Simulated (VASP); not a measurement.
Data:

```
CELL_PARAMETERS angstrom
      0.00000     2.03227     2.03227
      2.03227     0.00000     2.03227
      2.03227     2.03227     0.00000
ATOMIC_POSITIONS crystal
  Ag 0.00000 0.00000 0.00000
```

The numbers are results of MS2 meta-GGA, VASP's PBE PAW potentials (set 64) (plane waves; VASP 6.6.1), not measurements. Numerical set-up: 520 eV cut-off, 15×15×15 Γ-centred mesh, first-order Methfessel-Paxton smearing of 0.10 eV, potentials Ag.

Question: Estimate the energy per atom (σ→0), band gap (on the k-mesh) with the smallest direct gap where there is one.

Answer: 
- band gap (on the k-mesh) = none (metal, semimetal or under 0.01 eV)
- energy per atom (σ→0) = -0.197 eV/atom

Total energies compare only between runs with the same potentials, cut-off and functional.

The compound is Ag in the fcc structure. It was relaxed first.
